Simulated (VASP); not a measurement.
Runs of VASP 6.6.1 on GdN. Symmetry: Fm-3m, No. 225, cubic system. Conventional cell: a = 4.998 Å, b = 4.998 Å, c = 4.998 Å, α = 90.00°, β = 90.00°, γ = 90.00°. Around Gd (site symmetry m-3m) lie 6 N at 2.50 Å. N (site symmetry m-3m) is surrounded by 6 Gd at 2.50 Å. The cell comes from a database or a generator and needn't be the stable form of this composition.

```csv
level,U,pressure (GPa),moment (μB)
PBE+U,Gd f U = 4 eV,(b),7.00
PBE+U,Gd f U = 6 eV,(a),7.00
PBE+U,Gd f U = 10 eV,1.5,7.00
PBE+U,Gd f U = 8 eV,1.1,7.00
PBE,-,-1.2,7.00
```

Alike in all rows: task band structure; potentials or basis VASP PAW PBE potentials, release 64 (Gd, N); spin collinear, ferromagnetic start; cell as given; k mesh 10 × 10 × 10; cutoff (eV) 520; smearing fermi-dirac 0.05 eV.

Q: Estimate the missing entries.

A: (a) 0.7; (b) 0.1.

Caveats: a cell with one magnetic atom can't hold antiferromagnetic order, which such compounds often take.

Not every run made on this cell is shown here.
